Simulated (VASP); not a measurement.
Given:

```
CELL_PARAMETERS angstrom
      0.00000     2.83531     2.83531
      2.83531     0.00000     2.83531
      2.83531     2.83531     0.00000
ATOMIC_POSITIONS crystal
  Ga 0.00000 0.00000 0.00000
  As 0.25000 0.25000 0.25000
```

Level of theory: revTPSS meta-GGA, VASP's PBE PAW potentials (set 64) (plane waves; VASP 6.6.1). Settings: 520 eV cut-off, 8×8×8 Γ-centred mesh, Gaussian smearing of 0.050 eV, potentials Ga_d As.

Q: The job: GaAs (zinc blende), 2 atoms, revTPSS, static run, 520 eV, 8×8×8 Γ-centred mesh. Roughly how much core time does it take on a busy server core?

A: About 60 core-seconds (one run on a shared machine, a rough figure). It had 29 irreducible k-points, 13 bands, up to 1249 plane waves and 23 electronic steps.

The compound is GaAs in the zinc blende structure. It was relaxed first.
